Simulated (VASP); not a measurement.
Here is the system:

```
CELL_PARAMETERS angstrom
      3.76767     0.00000     0.00000
      0.00000     3.76767     0.00000
      0.00000     0.00000     3.76767
ATOMIC_POSITIONS crystal
  Tl 0.00000 0.00000 0.00000
  Cl 0.50000 0.50000 0.50000
```

The numbers are results of PBEsol GGA, VASP's PBE PAW potentials (set 64) (plane waves; VASP), not measurements. Settings: 400 eV cut-off, Gaussian smearing of 0.050 eV, potentials Tl_d Cl.

Unless said otherwise, spin-orbit coupling is left out, though it shifts the bands of the heavy elements here.

Question: Give the energies of bands 7 to 13 at the high-symmetry points, in eV from the valence-band maximum.

Answer: 
| band | Γ | X | M | R |
|---|---|---|---|---|
| 7 | -4.77 | -5.86 | -3.53 | -2.31 |
| 8 | -1.80 | -1.30 | -3.43 | -2.31 |
| 9 | -1.80 | -1.30 | -3.43 | -2.31 |
| 10 | -1.80 | 0.00 | -1.26 | -2.15 |
| 11 | 7.53 | 1.80 | 4.84 | 2.19 |
| 12 | 7.53 | 6.47 | 4.84 | 2.19 |
| 13 | 7.94 | 6.47 | 8.23 | 2.19 |

The gap is direct, 1.80 eV, from the valence maximum at X to the conduction minimum at X.

The compound is TlCl in the CsCl type structure. It was relaxed first, which changed the volume by -6 %.
